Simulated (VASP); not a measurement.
These are PBEsol GGA, VASP's PBE PAW potentials (set 64) (plane waves; VASP 6.6.1) values and carry that method's errors.

The input files of a VASP run:

File KPOINTS:
```
Automatic mesh
0
gamma
 8 8 5
```

INCAR:
```
ALGO=Normal
EDIFF=1E-6
EDIFFG=-0.02
ENCUT=620
GGA=PS
IBRION=2
ISIF=3
ISMEAR=0
LASPH=T
LCHARG=F
LMAXMIX=4
LREAL=F
LWAVE=F
NELM=100
NSW=40
PREC=Accurate
PSTRESS=450
SIGMA=0.05
SYSTEM=GaN
```

File POSCAR:
```
GaN
1.0
  3.0541045668   0.0000000000   0.0000000000
 -1.5270522834   2.6449325650   0.0000000000
  0.0000000000   0.0000000000   4.9779308718
Ga N
2 2
Direct
  0.3333330000   0.6666670000   0.9993388354
  0.6666670000   0.3333330000   0.4993388354
  0.3333330000   0.6666670000   0.3756611646
  0.6666670000   0.3333330000   0.8756611646
```

POTCAR, in this order: Ga_d N (PBE.64 set). Program: vasp_std.

Output of the run:

OSZICAR:
```
       N       E                     dE             d eps       ncg     rms          rms(c)
DAV:   1     0.301663780668E+03    0.30166E+03   -0.20670E+04  1398   0.354E+03
DAV:   2     0.959694526331E+01   -0.29207E+03   -0.28313E+03  1444   0.587E+02
DAV:   3    -0.282240141826E+02   -0.37821E+02   -0.37552E+02  1488   0.171E+02
DAV:   4    -0.299510287939E+02   -0.17270E+01   -0.17220E+01  1828   0.380E+01
DAV:   5    -0.299757374574E+02   -0.24709E-01   -0.24700E-01  1498   0.446E+00    0.110E+01
DAV:   6    -0.257929071863E+02    0.41828E+01   -0.13301E+01  2442   0.654E+01    0.313E+00
DAV:   7    -0.258835360619E+02   -0.90629E-01   -0.22534E+00  1446   0.133E+01    0.280E+00
DAV:   8    -0.258606615338E+02    0.22875E-01   -0.37908E-01  1986   0.118E+01    0.951E-01
DAV:   9    -0.258303708337E+02    0.30291E-01   -0.14212E-01  2384   0.754E+00    0.254E-01
DAV:  10    -0.258313455211E+02   -0.97469E-03   -0.84986E-03  1522   0.101E+00    0.746E-02
DAV:  11    -0.258313103409E+02    0.35180E-04   -0.68160E-04  2052   0.651E-01    0.101E-02
DAV:  12    -0.258313181994E+02   -0.78585E-05   -0.84984E-05  1854   0.140E-01    0.748E-03
DAV:  13    -0.258313186577E+02   -0.45830E-06   -0.10094E-05  1816   0.275E-02    0.464E-03
DAV:  14    -0.258313184449E+02    0.21279E-06   -0.10039E-06   992   0.120E-02
   1 F= -.14537279E+02 E0= -.14537279E+02  d E =-.145373E+02
       N       E                     dE             d eps       ncg     rms          rms(c)
DAV:   1    -0.298275619045E+02   -0.39962E+01   -0.71984E+01  1664   0.201E+02    0.156E+01
DAV:   2    -0.251680821563E+02    0.46595E+01   -0.12322E+01  1770   0.133E+02    0.667E+00
DAV:   3    -0.241321424150E+02    0.10359E+01   -0.20319E+00  2110   0.245E+01    0.191E+00
DAV:   4    -0.240438092339E+02    0.88333E-01   -0.25529E-01  1634   0.608E+00    0.105E+00
DAV:   5    -0.239966573078E+02    0.47152E-01   -0.53804E-02  2492   0.418E+00    0.141E-01
DAV:   6    -0.239975877777E+02   -0.93047E-03   -0.16947E-02  1474   0.196E+00    0.131E-01
DAV:   7    -0.239976121086E+02   -0.24331E-04   -0.80046E-04  1864   0.281E-01    0.103E-01
DAV:   8    -0.239976896337E+02   -0.77525E-04   -0.10572E-04  1760   0.123E-01    0.825E-02
DAV:   9    -0.239976180598E+02    0.71574E-04   -0.12463E-04  2228   0.114E-01    0.324E-02
DAV:  10    -0.239976122870E+02    0.57727E-05   -0.15746E-05  1938   0.399E-02    0.221E-02
DAV:  11    -0.239976094930E+02    0.27941E-05   -0.25149E-06  1222   0.144E-02    0.180E-02
DAV:  12    -0.239976061344E+02    0.33586E-05   -0.79455E-06  1586   0.250E-02    0.872E-03
DAV:  13    -0.239976059199E+02    0.21449E-06   -0.23499E-06   978   0.129E-02
   2 F= -.14191707E+02 E0= -.14191707E+02  d E =0.345572E+00
       N       E                     dE             d eps       ncg     rms          rms(c)
DAV:   1    -0.279393829995E+02   -0.39418E+01   -0.39793E+01  1644   0.181E+02    0.959E+00
DAV:   2    -0.261104803532E+02    0.18289E+01   -0.43156E+00  1934   0.562E+01    0.487E+00
DAV:   3    -0.254805301453E+02    0.62995E+00   -0.13782E+00  2020   0.322E+01    0.814E-01
DAV:   4    -0.254645808147E+02    0.15949E-01   -0.24224E-01  1326   0.520E+00    0.827E-01
DAV:   5    -0.254555620645E+02    0.90188E-02   -0.88155E-03  2058   0.955E-01    0.710E-01
DAV:   6    -0.254383418927E+02    0.17220E-01   -0.24421E-02  1656   0.350E+00    0.126E-01
DAV:   7    -0.254380416744E+02    0.30022E-03   -0.22976E-03  1994   0.980E-01    0.559E-02
DAV:   8    -0.254380000888E+02    0.41586E-04   -0.37601E-04  2508   0.322E-01    0.241E-02
DAV:   9    -0.254379910352E+02    0.90537E-05   -0.69337E-05  2480   0.186E-01    0.624E-03
DAV:  10    -0.254379913763E+02   -0.34116E-06   -0.18696E-05  2488   0.744E-02    0.249E-03
DAV:  11    -0.254379916918E+02   -0.31546E-06   -0.39176E-06  1382   0.205E-02
   3 F= -.14623988E+02 E0= -.14623988E+02  d E =-.867092E-01
       N       E                     dE             d eps       ncg     rms          rms(c)
DAV:   1    -0.254245955195E+02    0.13396E-01   -0.65671E-03  1632   0.209E+00    0.132E-01
DAV:   2    -0.254242555853E+02    0.33993E-03   -0.87143E-04  1940   0.851E-01    0.634E-02
DAV:   3    -0.254241512856E+02    0.10430E-03   -0.18000E-04  2140   0.344E-01    0.122E-02
DAV:   4    -0.254241475187E+02    0.37669E-05   -0.27392E-05  1332   0.545E-02    0.102E-02
DAV:   5    -0.254241446659E+02    0.28528E-05   -0.16102E-06  1018   0.128E-02    0.638E-03
DAV:   6    -0.254241427789E+02    0.18870E-05   -0.24685E-06   930   0.168E-02    0.347E-04
DAV:   7    -0.254241428094E+02   -0.30504E-07   -0.28033E-07   696   0.613E-03
   4 F= -.14624087E+02 E0= -.14624087E+02  d E =-.868079E-01
       N       E                     dE             d eps       ncg     rms          rms(c)
DAV:   1    -0.254146155720E+02    0.95272E-02   -0.31976E-03  1632   0.146E+00    0.923E-02
DAV:   2    -0.254144496640E+02    0.16591E-03   -0.42498E-04  1940   0.595E-01    0.443E-02
DAV:   3    -0.254143989337E+02    0.50730E-04   -0.87936E-05  2140   0.241E-01    0.845E-03
DAV:   4    -0.254143971279E+02    0.18058E-05   -0.13533E-05  1326   0.384E-02    0.726E-03
DAV:   5    -0.254143957752E+02    0.13527E-05   -0.73448E-07   798   0.878E-03    0.466E-03
DAV:   6    -0.254143948222E+02    0.95291E-06   -0.11722E-06   704   0.120E-02
   5 F= -.14624069E+02 E0= -.14624069E+02  d E =-.867898E-01
       N       E                     dE             d eps       ncg     rms          rms(c)
DAV:   1    -0.254379955737E+02   -0.23600E-01   -0.28665E-02  1888   0.353E+00    0.220E-01
DAV:   2    -0.254372071523E+02    0.78842E-03   -0.39724E-03  1914   0.144E+00    0.102E-01
DAV:   3    -0.254369550300E+02    0.25212E-03   -0.58234E-04  2408   0.589E-01    0.206E-02
DAV:   4    -0.254369407972E+02    0.14233E-04   -0.15414E-04  1374   0.129E-01    0.127E-02
DAV:   5    -0.254369384220E+02    0.23752E-05   -0.44314E-06  1660   0.244E-02    0.776E-03
DAV:   6    -0.254369377558E+02    0.66625E-06   -0.12798E-06   770   0.226E-02
   6 F= -.14624050E+02 E0= -.14624050E+02  d E =0.191740E-04
       N       E                     dE             d eps       ncg     rms          rms(c)
DAV:   1    -0.254248975002E+02    0.12041E-01   -0.86899E-03  1902   0.194E+00    0.121E-01
DAV:   2    -0.254246574929E+02    0.24001E-03   -0.12035E-03  1922   0.790E-01    0.560E-02
DAV:   3    -0.254245822865E+02    0.75206E-04   -0.17480E-04  2406   0.322E-01    0.115E-02
DAV:   4    -0.254245781658E+02    0.41207E-05   -0.45726E-05  1386   0.704E-02    0.668E-03
DAV:   5    -0.254245774960E+02    0.66975E-06   -0.10812E-06  1014   0.130E-02
   7 F= -.14624118E+02 E0= -.14624118E+02  d E =-.489402E-04
```

OUTCAR:
```
------------------------ aborting loop because EDIFF is reached ----------------------------------------
  FORCE on cell =-STRESS in cart. coord.  units (eV):
  Direction    XX          YY          ZZ          XY          YZ          ZX
  --------------------------------------------------------------------------------------
  Total       10.7989987     10.7990027     10.8640274      0.0000000      0.0000000     -0.0000000
  in kB      449.9391251    449.9392937    452.6485407      0.0000000      0.0000000     -0.0000000
  external PRESSURE =       0.8423198 kB  Pullay stress =     450.0000000 kB
  volume of cell :       38.45
      direct lattice vectors                 reciprocal lattice vectors
     3.008708321 -0.000000000 -0.000000000     0.332368543  0.191893032 -0.000000000
    -1.504354160  2.605618326  0.000000000    -0.000000000  0.383786063 -0.000000000
     0.000000000  0.000000000  4.905117603     0.000000000 -0.000000000  0.203868710
  FREE ENERGIE OF THE ION-ELECTRON SYSTEM (eV)
  ---------------------------------------------------
  free  energy   TOTEN  =       -25.4245774960 eV

  energy  without entropy=      -25.4245774960  energy(sigma->0) =      -25.42457750
  enthalpy is  TOTEN    =       -14.6241177429 eV   P V=       10.8004597532

 reached required accuracy - stopping structural energy minimisation
```
(Selected blocks of OUTCAR.)

File CONTCAR:
```
GaN
   1.00000000000000
     3.0087083205100802   -0.0000000000000000   -0.0000000000000000
    -1.5043541602550401    2.6056183263472006    0.0000000000000000
     0.0000000000000000    0.0000000000000000    4.9051176032185229
  Ga              N
     2     2
Direct
     0.3333330000000032    0.6666669999999968    0.9994587612245202
     0.6666669999999968    0.3333330000000032    0.4994587612245203
     0.3333330000000032    0.6666669999999968    0.3755412387754797
     0.6666669999999968    0.3333330000000032    0.8755412387754798
```

Energy and stress use the plane-wave basis of the starting cell.

The structure was generated: GaN was put into the wurtzite type (P6_3mc), which need not be its known phase. This run relaxes it under an external pressure of 45 GPa. Symmetry was kept, so distortions that lower it aren't found.
